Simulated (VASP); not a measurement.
VASP ran on this input.

### POSCAR
```
CdS
1.0
  4.1184528993   0.0000000000   0.0000000000
 -2.0592264497   3.5666853376   0.0000000000
  0.0000000000   0.0000000000   6.7250636133
Cd S
2 2
Cart
 -0.0000020593   2.3777914140   6.7245782049
  2.0592285089   1.1888939236   3.3620463983
 -0.0000020593   2.3777914140   2.5223842634
  2.0592285089   1.1888939236   5.8849160700
```

File KPOINTS:
```
Automatic mesh
0
Gamma
6 6 4
0 0 0
```

**INCAR**
```
ALGO = Normal
EDIFF = 1E-6
EDIFFG = -0.02
ENCUT = 500
GGA = PS
IBRION = 2
ISIF = 3
ISMEAR = 0
LASPH = .TRUE.
LCHARG = .FALSE.
LMAXMIX = 4
LREAL = .FALSE.
LWAVE = .FALSE.
NELM = 100
NSW = 40
PREC = Accurate
SIGMA = 0.05
SYSTEM = CdS
```

POTCAR, in this order: Cd S (PBE.64 set). Program: vasp_std.

Translate this PBEsol calculation to Quantum ESPRESSO's pw.x.

One equivalent input (not run):
```
&CONTROL
  calculation = 'vc-relax'
  pseudo_dir = './pseudo'
  outdir = './out'
  tprnfor = .true.
  tstress = .true.
  nstep = 40
  forc_conv_thr = 0.00078
/
&SYSTEM
  ibrav = 0
  nat = 4
  ntyp = 2
  ecutwfc = 102
  occupations = 'smearing'
  smearing = 'gaussian'
  degauss = 0.003675
  input_dft = 'pbesol'
/
&ELECTRONS
  conv_thr = 7.3e-08
  electron_maxstep = 100
/
&IONS
/
&CELL
/
ATOMIC_SPECIES
  Cd 112.414 Cd.upf
  S 32.060 S.upf
CELL_PARAMETERS angstrom
     4.1184529    0.0000000    0.0000000
    -2.0592264    3.5666853    0.0000000
     0.0000000    0.0000000    6.7250636
ATOMIC_POSITIONS crystal
  Cd   0.3333330  0.6666670  0.9999278
  Cd   0.6666670  0.3333330  0.4999278
  S    0.3333330  0.6666670  0.3750722
  S    0.6666670  0.3333330  0.8750722
K_POINTS automatic
  6 6 4 0 0 0
```
Limits of the translation: the potentials are each code's own (VASP's PAW set, PseudoDojo norm-conserving files in pw.x), so ENCUT and ecutwfc are chosen apart and not converted; conv_thr bounds pw.x's estimated SCF error, while EDIFF bounds the energy change between steps; forc_conv_thr acts on force components and is met together with etot_conv_thr.

The structure was generated: CdS was put into the wurtzite type (P6_3mc), which need not be its known phase. This run relaxes it. Symmetry was kept, so distortions that lower it aren't found.
